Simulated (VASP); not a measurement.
Here is a VASP 6.6.1 calculation.

POSCAR

```
BP
1.0
    0.0000000000      2.2690000000      2.2690000000
    2.2690000000      0.0000000000      2.2690000000
    2.2690000000      2.2690000000      0.0000000000
P B
1 1
Direct
    0.7500000000      0.7500000000      0.7500000000
    0.0000000000      0.0000000000      0.0000000000
```

INCAR.step1

```
SYSTEM = BP
PREC = Accurate
ENCUT = 450
EDIFF = 1E-8
ISMEAR = 0
SIGMA = 0.01
LREAL = .FALSE.
LASPH = .TRUE.
NELM = 60
ALGO = Fast
LWAVE = .TRUE.
LCHARG = .FALSE.
```

INCAR.step2

```
SYSTEM = BP
PREC = Accurate
ENCUT = 450
EDIFF = 1E-8
ISMEAR = 0
SIGMA = 0.01
LREAL = .FALSE.
LASPH = .TRUE.
NELM = 1
ALGO = Exact
LWAVE = .TRUE.
LCHARG = .FALSE.
NBANDS = 73
LOPTICS = .TRUE.
ISTART = 1
```

Contents of INCAR.step3:

```
SYSTEM = BP
PREC = Accurate
ENCUT = 450
EDIFF = 1E-8
ISMEAR = 0
SIGMA = 0.01
LREAL = .FALSE.
LASPH = .TRUE.
ALGO = EVGW0
LWAVE = .FALSE.
LCHARG = .FALSE.
NELMGW = 1
NBANDS = 73
ENCUTGW = 120
NOMEGA = 50
PRECFOCK = Fast
ISTART = 1
NBANDSGW = 12
```

KPOINTS

```
regular mesh
0
G
  6 6 6
  0 0 0
```

Potentials or basis: VASP PAW LDA potentials, release 64 (P_GW, B_GW).

Command:

```bash
$ cat potpaw_LDA.64/P_GW/POTCAR potpaw_LDA.64/B_GW/POTCAR > POTCAR
$ cp INCAR.step1 INCAR
$ mpirun -np 1 vasp_std > vasp.out
$ cp INCAR.step2 INCAR
$ mpirun -np 1 vasp_std > vasp.out
$ cp INCAR.step3 INCAR
$ mpirun -np 1 vasp_std > vasp.out
```

**Question.** Estimate the quasiparticle gap.

**Answer.** 1.91 eV.

**Question.** Predict the least direct quasiparticle gap.

**Answer.** 4.25 eV.

**Question.** Predict the band gap on the k mesh, mean-field level.

**Answer.** 1.30 eV, indirect (least direct gap 3.37 eV).

Caveat: bands, screening cutoff and mesh are small and nothing is extrapolated, so the quasiparticle values aren't converged. A k mesh can miss the band edges.
